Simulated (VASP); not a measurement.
Data:

```
CELL_PARAMETERS angstrom
     -2.59896     2.59896     2.59896
      2.59896    -2.59896     2.59896
      2.59896     2.59896    -2.59896
ATOMIC_POSITIONS crystal
  K  0.00000 0.00000 0.00000
```

Level of theory: rev-vdW-DF2, VASP's PBE PAW potentials (set 64) (plane waves; VASP). Run with 520 eV cut-off, 11×11×11 Γ-centred mesh, tetrahedra with Blöchl corrections, potentials K_sv.

Question: Estimate the energy per atom (σ→0), band gap (on the k-mesh) with the smallest direct gap where there is one.

Answer: 
* **band gap (on the k-mesh)**: none (metal, semimetal or under 0.01 eV)
* **energy per atom (σ→0)**: 0.937 eV/atom

The compound is K in the bcc structure. It was relaxed first.
